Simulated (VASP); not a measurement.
A VASP calculation is set up with these files.

**INCAR**
```
ALGO = Normal
BPARAM = 11.95
CPARAM = 0.0093
EDIFF = 1E-7
ENCUT = 520
ISIF = 2
ISMEAR = 1
LASPH = .TRUE.
LCHARG = .FALSE.
LMAXMIX = 6
LMIXTAU = .TRUE.
LREAL = .FALSE.
LUSE_VDW = .TRUE.
LWAVE = .FALSE.
METAGGA = R2SCAN
NELM = 100
PREC = Accurate
SIGMA = 0.1
SYSTEM = PtAl2
```

### POSCAR
```
PtAl2
1.0
  0.0000000000   2.9453966456   2.9453966456
  2.9453966456   0.0000000000   2.9453966456
  2.9453966456   2.9453966456   0.0000000000
Al Pt
2 1
Cart
  1.4726983228   1.4726983228   1.4726983228
  4.4180949684   4.4180949684   4.4180949684
  0.0000000000   0.0000000000   0.0000000000
```

KPOINTS:
```
Automatic mesh
0
Gamma
9 9 9
0 0 0
```

POTCAR, in this order: Al Pt (PBE.64 set). Program: vasp_std.

**Question.** Translate this r2SCAN+rVV10 calculation to Ansatz.

**Answer.** One equivalent input (not run):
Ansatz 0.2 input:
```yaml
crystal:
  lattice:
    - [0.0000000, 2.9453966, 2.9453966]
    - [2.9453966, 0.0000000, 2.9453966]
    - [2.9453966, 2.9453966, 0.0000000]
  atoms:
    - { symbol: Al, position: [0.2500000, 0.2500000, 0.2500000] }
    - { symbol: Al, position: [0.7500000, 0.7500000, 0.7500000] }
    - { symbol: Pt, position: [0.0000000, 0.0000000, 0.0000000] }
kpoints:
  mp_grid: { grid: [9, 9, 9] }
hamiltonian:
  xc: r2scan
  dispersion: rvv10
  pseudopotentials: { kind: paw }
scf:
  occupations: { method: methfessel_paxton, width: 0.1 }
  max_iter: 100
output: { forces: true, stress: true, eigenvalues: true }
```
The two are equivalent in intent, not identical: each code has its own PAW files, so the cut-off isn't converted (ENCUT is set for VASP's; basis.ecutwfc is left out, and Ansatz then takes the one that its files recommend); Ansatz stops its SCF on the density residual and VASP on the energy change (EDIFF).

The compound is PtAl2 in the fluorite structure. It was relaxed first.
